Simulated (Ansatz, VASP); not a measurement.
K3Be5 in VASP and in Ansatz

```
CELL_PARAMETERS angstrom
-3.65170 3.65170 3.65170
3.65170 -3.65170 3.65170
3.65170 3.65170 -3.65170
ATOMIC_POSITIONS crystal
K 0.00000 0.50000 0.50000
K 0.50000 0.50000 0.00000
K 0.50000 0.00000 0.50000
Be 0.00000 0.00000 0.00000
Be 0.00000 0.00000 0.50000
Be 0.00000 0.50000 0.00000
Be 0.50000 0.00000 0.00000
Be 0.50000 0.50000 0.50000
```

Change from the starting cell: species swapped into the Fe5Co3 type (Im-3m, No. 229).

Alike in both runs: functional PBE; k mesh 8 × 8 × 8; occupations gaussian, width 0.1 eV; no spin polarisation.

Ansatz relaxed the structure, and its values are those at the end. VASP's run is a single point on that final structure, the one shown.

```csv
,VASP,Ansatz
version,VASP 6.6.1,Ansatz 0.2.0
potentials or method,"VASP PAW PBE potentials, release 64 (K_sv, Be)","scalar-relativistic, plane waves, PAW"
plane-wave cutoff (eV),520,420
valence electrons in the cell,37,37
```

```tsv
	VASP	Ansatz	Ansatz less VASP
gap on the k mesh at the Fermi level (eV)	none	none	-
pressure (GPa)	0.0	0.0	-0.03
```

A gap of «none» marks a metal or a gap that the smearing closes.
